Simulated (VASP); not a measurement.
Consider the following.

```
Er
1.0
    1.76236    -3.05250     0.00000
    1.76236     3.05250     0.00000
    0.00000     0.00000     5.41889
Er
2
Direct
  0.33333   0.66667   0.25000
  0.66667   0.33333   0.75000
```

Computed with PBEsol GGA, VASP's PBE PAW potentials (set 64) (plane waves; VASP). Numerical set-up: 520 eV cut-off, 13×13×8 Γ-centred mesh, tetrahedra with Blöchl corrections, potentials Er_3.

The 4f electrons are frozen in the core of the lanthanide potential, so 4f levels, which can set the real gap, and their magnetism are missing.

Task: The job: Er (hcp), 2 atoms, PBEsol, static run, 520 eV, 13×13×8 Γ-centred mesh. Roughly how much core time does it take on a busy server core?

Result: About 30 core-seconds (one run on a shared machine, a rough figure). It had 105 irreducible k-points, 13 bands, up to 1610 plane waves and 13 electronic steps.

The compound is Er in the hcp structure. It was relaxed first.
